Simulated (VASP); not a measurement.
Level of theory: PBE GGA with D3 dispersion (zero damping), VASP's PBE PAW potentials (set 64) (plane waves; VASP 6.6.1).

VASP ran on this input.

### KPOINTS
```
Automatic mesh
0
gamma
16 16 16
0 0 0
```

### POSCAR
```
Nb
1
   -1.6646407025     1.6646407025     1.6646407025
    1.6646407025    -1.6646407025     1.6646407025
    1.6646407025     1.6646407025    -1.6646407025
Nb
1
Direct
  0.0000000000   0.0000000000   0.0000000000
```

### INCAR
```
SYSTEM = Nb
PREC = Accurate
ENCUT = 520
EDIFF = 1E-7
NELM = 100
ALGO = Normal
LREAL = .FALSE.
LASPH = .TRUE.
ISMEAR = 1
SIGMA = 0.1
GGA = PE
IVDW = 11
LMAXMIX = 4
LWAVE = .FALSE.
LCHARG = .FALSE.
ISIF = 2
```

POTCAR, in this order: Nb_sv (PBE.64 set). Program: vasp_std.

Output of the run:

**OUTCAR**
```
 ion  position               nearest neighbor table
   1  0.000  0.000  0.000-
  LATTYP: Found a body centered cubic cell.
 ALAT       =     3.3292814050
 Subroutine PRICEL returns:
 Original cell was already a primitive cell.
 Subroutine GETGRP returns: Found 48 space group operations
The static configuration has the point symmetry O_h .
The dynamic configuration has the point symmetry O_h .
 Subroutine INISYM returns: Found 48 space group operations
 Subroutine IBZKPT returns following result:
 Found    145 irreducible k-points:

 Following reciprocal coordinates:
            Coordinates               Weight
  0.000000  0.000000  0.000000      1.000000
  0.062500  0.000000  0.000000     12.000000
  0.125000  0.000000  0.000000     12.000000
  0.187500  0.000000  0.000000     12.000000
  0.250000  0.000000  0.000000     12.000000
  0.312500  0.000000  0.000000     12.000000
  0.375000  0.000000  0.000000     12.000000
  0.437500  0.000000  0.000000     12.000000
  0.500000  0.000000  0.000000      6.000000
  0.062500  0.062500  0.000000     24.000000
  0.125000  0.062500  0.000000     48.000000
  0.187500  0.062500 -0.000000     48.000000
  0.250000  0.062500 -0.000000     48.000000
  0.312500  0.062500  0.000000     48.000000
  0.375000  0.062500 -0.000000     48.000000
  0.437500  0.062500  0.000000     48.000000
  0.125000  0.125000  0.000000     24.000000
  0.187500  0.125000 -0.000000     48.000000
  0.250000  0.125000  0.000000     48.000000
  0.312500  0.125000  0.000000     48.000000
  0.375000  0.125000 -0.000000     48.000000
  0.437500  0.125000 -0.000000     24.000000
  0.187500  0.187500  0.000000     24.000000
  0.250000  0.187500 -0.000000     48.000000
  0.312500  0.187500  0.000000     48.000000
  0.375000  0.187500 -0.000000     48.000000
  0.250000  0.250000  0.000000     24.000000
  0.312500  0.250000  0.000000     48.000000
  0.375000  0.250000 -0.000000     24.000000
  0.312500  0.312500  0.000000     24.000000
  0.062500  0.062500  0.062500      8.000000
  0.125000  0.062500  0.062500     24.000000
  0.187500  0.062500  0.062500     24.000000
  0.250000  0.062500  0.062500     24.000000
  0.312500  0.062500  0.062500     24.000000
  0.375000  0.062500  0.062500     24.000000
  0.437500  0.062500  0.062500     12.000000
 -0.062500  0.062500  0.062500      6.000000
  0.125000  0.125000  0.062500     24.000000
  0.187500  0.125000  0.062500     48.000000
   k-points           NKPTS =    145   k-points in BZ     NKDIM =    145   number of bands    NBANDS=     10
   number of dos      NEDOS =    301   number of ions     NIONS =      1
   total plane-waves  NPLWV =  13824
   dimension x,y,z NGX =    24 NGY =   24 NGZ =   24
   dimension x,y,z NGXF=    48 NGYF=   48 NGZF=   48
   ions per type =               1
   PREC   = accura    normal or accurate (medium, high low for compatibility)
   ISTART =      0    job   : 0-new  1-cont  2-samecut
   ICHARG =      2    charge: 1-file 2-atom 10-const
   ISPIN  =      1    spin polarized calculation?
   LNONCOLLINEAR =      F non collinear calculations
   LSORBIT =      F    spin-orbit coupling
   INIWAV =      1    electr: 0-lowe 1-rand  2-diag
   ENCUT  =  520.0 eV  38.22 Ry    6.18 a.u.   5.36  5.36  5.36*2*pi/ulx,y,z
   NELM   =    100;   NELMIN=  2; NELMDL= -5     # of ELM steps
   EDIFF  = 0.1E-06   stopping-criterion for ELM
   LREAL  =      F    real-space projection
   NLSPLINE    = F    spline interpolate recip. space projectors
   LMAXMIX     =    4 max onsite mixed and CHGCAR
   VOSKOWN=      0    Vosko Wilk Nusair interpolation
...
```

File OSZICAR:
```
       N       E                     dE             d eps       ncg     rms          rms(c)
DAV:   1     0.114704694234E+03    0.11470E+03   -0.74840E+03  2908   0.129E+03
DAV:   2    -0.522679901980E+01   -0.11993E+03   -0.11722E+03  3132   0.444E+02
DAV:   3    -0.103839623718E+02   -0.51572E+01   -0.48948E+01  4342   0.766E+01
DAV:   4    -0.106412332368E+02   -0.25727E+00   -0.25507E+00  3922   0.157E+01
DAV:   5    -0.106549223375E+02   -0.13689E-01   -0.13678E-01  4578   0.279E+00    0.688E+00
DAV:   6    -0.102544048017E+02    0.40052E+00   -0.80102E-01  4490   0.119E+01    0.239E+00
DAV:   7    -0.102084880513E+02    0.45917E-01   -0.23813E-01  4536   0.640E+00    0.962E-01
DAV:   8    -0.102135302126E+02   -0.50422E-02   -0.12527E-02  3338   0.173E+00    0.533E-02
DAV:   9    -0.102135712799E+02   -0.41067E-04   -0.11136E-03  5080   0.372E-01    0.438E-02
DAV:  10    -0.102135912484E+02   -0.19968E-04   -0.27278E-05  3554   0.832E-02    0.157E-02
DAV:  11    -0.102135844729E+02    0.67755E-05   -0.63944E-06  3300   0.507E-02    0.290E-03
DAV:  12    -0.102135843501E+02    0.12276E-06   -0.32037E-07  3832   0.810E-03    0.933E-04
DAV:  13    -0.102135841802E+02    0.16997E-06   -0.18188E-08  1736   0.207E-03    0.192E-04
DAV:  14    -0.102135841775E+02    0.26209E-08   -0.49939E-09  1692   0.130E-03
   1 F= -.10745090E+02 E0= -.10744912E+02  d E =-.535846E-03
```

### OUTCAR
```
------------------------ aborting loop because EDIFF is reached ----------------------------------------
 Edisp (eV)   -0.53151
  FORCE on cell =-STRESS in cart. coord.  units (eV):
  Direction    XX          YY          ZZ          XY          YZ          ZX
  --------------------------------------------------------------------------------------
  Total      -1.12000    -1.12000    -1.12000     0.00000    -0.00000     0.00000
  in kB     -97.25371   -97.25371   -97.25371     0.00000    -0.00000     0.00000
  external pressure =      -97.25 kB  Pullay stress =        0.00 kB
  volume of cell :       18.45
      direct lattice vectors                 reciprocal lattice vectors
    -1.664640703  1.664640703  1.664640703     0.000000000  0.300365117  0.300365117
     1.664640703 -1.664640703  1.664640703     0.300365117  0.000000000  0.300365117
     1.664640703  1.664640703 -1.664640703     0.300365117  0.300365117  0.000000000
 POSITION                                       TOTAL-FORCE (eV/Angst)
 -----------------------------------------------------------------------------------
      0.00000      0.00000      0.00000        -0.000000      0.000000     -0.000000
 -----------------------------------------------------------------------------------
    total drift:                                0.000000      0.000000      0.000000
  FREE ENERGIE OF THE ION-ELECTRON SYSTEM (eV)
  ---------------------------------------------------
  free  energy   TOTEN  =       -10.7450904810 eV

  energy  without entropy=      -10.7445546353  energy(sigma->0) =      -10.74491187
```
(Selected blocks of OUTCAR.)

The compound is Nb in the bcc structure. This cell is one point of a volume scan, at 1.06 of the reference volume.
